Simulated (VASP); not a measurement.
Method: PBE GGA with D3 dispersion (zero damping), VASP's PBE PAW potentials (set 64) (plane waves; VASP).

Input for VASP

### INCAR
```
SYSTEM = Na2S
PREC = Accurate
ENCUT = 520
EDIFF = 1E-6
NELM = 100
ALGO = Normal
LREAL = .FALSE.
LASPH = .TRUE.
ISMEAR = 0
SIGMA = 0.05
GGA = PE
IVDW = 11
LWAVE = .FALSE.
LCHARG = .FALSE.
IBRION = 2
ISIF = 3
NSW = 60
EDIFFG = -0.02
```

### KPOINTS
```
Automatic mesh
0
Gamma
6 6 6
0 0 0
```

File POSCAR:
```
Na2S
1.0
  0.0000000000   3.2120710660   3.2120710660
  3.2120710660   0.0000000000   3.2120710660
  3.2120710660   3.2120710660   0.0000000000
Na S
2 1
direct
  0.2500000000   0.2500000000   0.2500000000
  0.7500000000   0.7500000000   0.7500000000
  0.0000000000   0.0000000000   0.0000000000
```

POTCAR, in this order: Na_pv S (PBE.64 set). Program: vasp_std.

What will the output report for the number of irreducible k-points (NKPTS), largest plane-wave count, number of space-group operations, FFT grid (NGX, NGY, NGZ)?

```yaml
number of irreducible k-points (NKPTS): 16
largest_plane_wave_count: 1820
number_of_space_group_operations: 48
FFT grid (NGX, NGY, NGZ): 36 × 36 × 36
```

The compound is Na2S in the antifluorite structure. This run relaxes it. Symmetry was kept, so distortions that lower it aren't found. The start is the result of an earlier pass.
